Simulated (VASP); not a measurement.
A run of VASP 6.6.1 is set up as follows.

File INCAR:

```
SYSTEM = SiBr2
PREC     = Accurate       ! precision mode
ENCUT    = 520            ! plane-wave cutoff, eV
EDIFF    = 1E-6           ! SCF threshold, eV
ISMEAR   = 0              ! smearing method
SIGMA    = 0.01           ! smearing width, eV
LREAL    = .FALSE.        ! projectors in reciprocal space
LASPH    = .TRUE.         ! aspherical terms in the spheres
NELM     = 100            ! most SCF steps
ALGO     = Normal         ! electronic algorithm
ISIF     = 2              ! what is computed and relaxed
LWAVE    = .FALSE.        ! write WAVECAR
LCHARG   = .FALSE.        ! write CHGCAR
METAGGA  = SCAN           ! meta-GGA
LMIXTAU  = .TRUE.       
IVDW     = 13             ! dispersion correction
NBANDS   = 16             ! bands
```

Contents of KPOINTS:

```
Automatic mesh
0
G
  1 1 1
  0 0 0
```

The input POSCAR:

```
SiBr2
1.0
   11.0000000000      0.0000000000      0.0000000000
    0.0000000000     13.0000000000      0.0000000000
    0.0000000000      0.0000000000     11.0000000000
Br Si
2 1
Cartesian
    6.3855500500      8.0883500100      6.0576499500
    5.1944500300      4.9536500000      5.0789500300
    4.6404499900      7.1319500200      5.0103499600
```

Potentials or basis: VASP PAW PBE potentials, release 64 (Br, Si).

Launch:

```sh
$ cat potpaw_PBE.64/Br/POTCAR potpaw_PBE.64/Si/POTCAR > POTCAR
$ mpirun -np 1 vasp_gam > vasp.out
```

Question: Predict the largest force.

Answer: 0.090 eV/Å.

Question: What does it give for the dispersion energy per atom?

Answer: -0.005 eV.

Question: What does it give for the gap between the frontier levels?

Answer: 2.98 eV.

Forces in eV/Å, atoms in the order of the input:
```
Br  -0.046 -0.008 -0.028
Br  -0.024  0.052 -0.007
Si   0.070 -0.044  0.035
```

Caveat: the PAW data sets were made with another functional, which shifts forces and pressure a little. SCAN opens gaps a little over a GGA but as a rule still falls short of measured ones.
